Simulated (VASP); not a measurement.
Method: PBE GGA, VASP's PBE PAW potentials (set 64) (plane waves; VASP 6.6.1).

Input for VASP

POSCAR:
```
Li2Se
1.0
  0.0000000000   3.0000000000   3.0000000000
  3.0000000000   0.0000000000   3.0000000000
  3.0000000000   3.0000000000   0.0000000000
Li Se
2 1
direct
  0.2500000000   0.2500000000   0.2500000000
  0.7500000000   0.7500000000   0.7500000000
  0.0000000000   0.0000000000   0.0000000000
```

INCAR:
```
ALGO = Normal
EDIFF = 1E-6
EDIFFG = -0.01
ENCUT = 520
GGA = PE
IBRION = 2
ISIF = 3
ISMEAR = 0
LASPH = .TRUE.
LCHARG = .FALSE.
LMAXMIX = 4
LREAL = .FALSE.
LWAVE = .FALSE.
NELM = 100
NSW = 60
PREC = Accurate
SIGMA = 0.05
SYSTEM = Li2Se
```

KPOINTS:
```
Automatic mesh
0
Gamma
 7 7 7
0 0 0
```

POTCAR, in this order: Li_sv Se (PBE.64 set). Program: vasp_std.

Task: What will the output report for the number of irreducible k-points (NKPTS), largest plane-wave count, number of space-group operations, FFT grid (NGX, NGY, NGZ)?

Result: 
- number of irreducible k-points (NKPTS) = 20
- largest plane-wave count = 1468
- number of space-group operations = 48
- FFT grid (NGX, NGY, NGZ) = 32 × 32 × 32

The compound is Li2Se in the antifluorite structure. This run relaxes it. Symmetry was kept, so distortions that lower it aren't found.
